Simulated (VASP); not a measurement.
Computed with PBEsol GGA, VASP's PBE PAW potentials (set 64) (plane waves; VASP).

VASP ran on this input.

POSCAR:
```
TiAl
1
    2.7975382944     0.0000000000     0.0000000000
    0.0000000000     2.7975382944     0.0000000000
    0.0000000000     0.0000000000     4.0239800413
Ti Al
1 1
Direct
  0.0000000000   0.0000000000   0.0000000000
  0.5000000000   0.5000000000   0.5000000000
```

**INCAR**
```
SIGMA  =  0.1   ! width (eV)
EDIFF  =  1E-7
ISMEAR  =  1   ! Methfessel-Paxton
LMAXMIX  =  4
ALGO  =  Normal
ISIF  =  2
LREAL  =  F   ! projection in real space or not
ENCUT  =  480   ! plane-wave cut-off (eV)
LASPH  =  T   ! aspherical one-centre terms
LCHARG  =  F
PREC  =  Accurate
NELM  =  100   ! most electronic steps
GGA  =  PS   ! PBEsol
SYSTEM  =  TiAl
LWAVE  =  F
```

**KPOINTS**
```
Automatic mesh
0
Gamma
12 12 8
0 0 0
```

POTCAR, in this order: Ti_sv Al (PBE.64 set). Program: vasp_std.

The resulting files:

OSZICAR:
```
       N       E                     dE             d eps       ncg     rms          rms(c)
DAV:   1     0.854361106012E+02    0.85436E+02   -0.71763E+03  3080   0.132E+03
DAV:   2    -0.927656001835E+01   -0.94713E+02   -0.92065E+02  3110   0.324E+02
DAV:   3    -0.147239701444E+02   -0.54474E+01   -0.52112E+01  4778   0.765E+01
DAV:   4    -0.149132567732E+02   -0.18929E+00   -0.18708E+00  3972   0.121E+01
DAV:   5    -0.149203830434E+02   -0.71263E-02   -0.71211E-02  4435   0.218E+00    0.103E+01
DAV:   6    -0.134001622368E+02    0.15202E+01   -0.12377E+01  3826   0.393E+01    0.330E+00
DAV:   7    -0.132693690143E+02    0.13079E+00   -0.10822E+00  3527   0.112E+01    0.198E+00
DAV:   8    -0.132523026418E+02    0.17066E-01   -0.14542E-01  3484   0.424E+00    0.494E-01
DAV:   9    -0.132510894587E+02    0.12132E-02   -0.26490E-02  3814   0.220E+00    0.241E-01
DAV:  10    -0.132511336191E+02   -0.44160E-04   -0.16882E-03  3844   0.471E-01    0.644E-02
DAV:  11    -0.132511236038E+02    0.10015E-04   -0.48953E-04  4126   0.248E-01    0.465E-02
DAV:  12    -0.132511258556E+02   -0.22517E-05   -0.32506E-05  3581   0.624E-02    0.118E-02
DAV:  13    -0.132511253004E+02    0.55521E-06   -0.10379E-06  4177   0.105E-02    0.799E-03
DAV:  14    -0.132511254163E+02   -0.11593E-06   -0.10092E-06  3483   0.125E-02    0.684E-04
DAV:  15    -0.132511254309E+02   -0.14556E-07   -0.63740E-08  1815   0.279E-03
   1 F= -.13251125E+02 E0= -.13251333E+02  d E =0.623447E-03
```

File OUTCAR:
```
------------------------ aborting loop because EDIFF is reached ----------------------------------------
  FORCE on cell =-STRESS in cart. coord.  units (eV):
  Direction    XX          YY          ZZ          XY          YZ          ZX
  --------------------------------------------------------------------------------------
  Total        0.0406390      0.0406390      0.0474045      0.0000000     -0.0000000      0.0000000
  in kB        2.0675017      2.0675017      2.4116959      0.0000000     -0.0000000      0.0000000
  external PRESSURE =       2.1822331 kB  Pullay stress =       0.0000000 kB
  volume of cell :       31.49
      direct lattice vectors                 reciprocal lattice vectors
     2.797538294  0.000000000  0.000000000     0.357457127  0.000000000  0.000000000
     0.000000000  2.797538294  0.000000000     0.000000000  0.357457127  0.000000000
     0.000000000  0.000000000  4.023980041     0.000000000  0.000000000  0.248510179
 POSITION                                       TOTAL-FORCE (eV/Angst)
 -----------------------------------------------------------------------------------
      0.00000      0.00000      0.00000         0.000000      0.000000      0.000000
      1.39877      1.39877      2.01199         0.000000      0.000000      0.000000
 -----------------------------------------------------------------------------------
    total drift:                               -0.000000      0.000000     -0.000000
  FREE ENERGIE OF THE ION-ELECTRON SYSTEM (eV)
  ---------------------------------------------------
  free  energy   TOTEN  =       -13.2511254309 eV

  energy  without entropy=      -13.2517488778  energy(sigma->0) =      -13.25133325
```
(Selected blocks of OUTCAR.)

The compound is TiAl in the L1_0 structure. It was relaxed first. The electron count is odd and the run is not spin-polarised, which forces a metal.
